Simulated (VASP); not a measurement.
Here is the system:

```
TcN
1.0
    2.76407     0.00000     0.00000
   -1.38204     2.39376     0.00000
    0.00000     0.00000     5.66276
Tc N
2 2
Cartesian
  0.00000   0.00000   0.00000
  0.00000   0.00000   2.83138
  1.38204   0.79792   4.24707
  0.00000   1.59584   1.41569
```

Computed with PBEsol GGA, VASP's PBE PAW potentials (set 64) (plane waves; VASP). Settings: 520 eV cut-off, Gaussian smearing of 0.050 eV, potentials Tc_pv N.

Task: Give the energies of bands 10 to 21 at the high-symmetry points, in eV from the Fermi level.

Result: 
```json
[
 {"band": "10", "Γ": "-6.02", "M": "-8.83", "K": "-8.03", "A": "-7.76", "L": "-8.52", "H": "-8.40"},
 {"band": "11", "Γ": "-6.02", "M": "-6.58", "K": "-8.03", "A": "-5.01", "L": "-7.03", "H": "-6.86"},
 {"band": "12", "Γ": "-6.02", "M": "-6.27", "K": "-7.13", "A": "-5.01", "L": "-7.03", "H": "-6.86"},
 {"band": "13", "Γ": "-3.96", "M": "-5.61", "K": "-7.13", "A": "-5.01", "L": "-5.39", "H": "-6.46"},
 {"band": "14", "Γ": "-2.77", "M": "-4.74", "K": "-4.50", "A": "-5.01", "L": "-5.39", "H": "-6.46"},
 {"band": "15", "Γ": "-2.77", "M": "-4.09", "K": "-2.18", "A": "-2.39", "L": "-4.01", "H": "-2.58"},
 {"band": "16", "Γ": "-2.07", "M": "-3.09", "K": "-2.18", "A": "-2.39", "L": "-4.01", "H": "-2.58"},
 {"band": "17", "Γ": "-2.07", "M": "-0.57", "K": "-1.06", "A": "-1.49", "L": "1.39", "H": "0.56"},
 {"band": "18", "Γ": "-2.00", "M": "1.28", "K": "-1.06", "A": "-1.49", "L": "1.39", "H": "0.56"},
 {"band": "19", "Γ": "-2.00", "M": "1.48", "K": "0.06", "A": "-1.49", "L": "1.41", "H": "0.80"},
 {"band": "20", "Γ": "-0.11", "M": "1.55", "K": "1.16", "A": "-1.49", "L": "1.41", "H": "0.80"},
 {"band": "21", "Γ": "0.24", "M": "1.57", "K": "3.72", "A": "2.03", "L": "2.67", "H": "1.02"}
]
```

It has no gap at this level: it comes out as a metal or semimetal.

The structure comes from a computed database's TcN entry (P6_3/mmc); how it stands against other phases isn't given here. It was relaxed first.
